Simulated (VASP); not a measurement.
Given:

```
CELL_PARAMETERS angstrom
      3.76138     0.00000     0.00000
     -1.88069     3.25745     0.00000
      0.00000     0.00000     6.17167
ATOMIC_POSITIONS crystal
  Mg 0.00000 0.00000 0.00000
  Mg 0.00000 0.00000 0.50000
  Te 0.33333 0.66667 0.25000
  Te 0.66667 0.33333 0.75000
```

These are PBEsol GGA, VASP's PBE PAW potentials (set 64) (plane waves; VASP 6.6.1) values and carry that method's errors. Settings: 500 eV cut-off, 7×7×4 Γ-centred mesh, Gaussian smearing of 0.050 eV, potentials Mg Te.

Predict the energy per atom (σ→0), pressure.

```
Property                        Value
---------------------  --------------
energy per atom (σ→0)  -2.975 eV/atom
pressure                    29.96 GPa
```

The structure was generated: MgTe was put into the NiAs type type (P6_3/mmc), which need not be its known phase. It was relaxed first under an external pressure of 30 GPa.
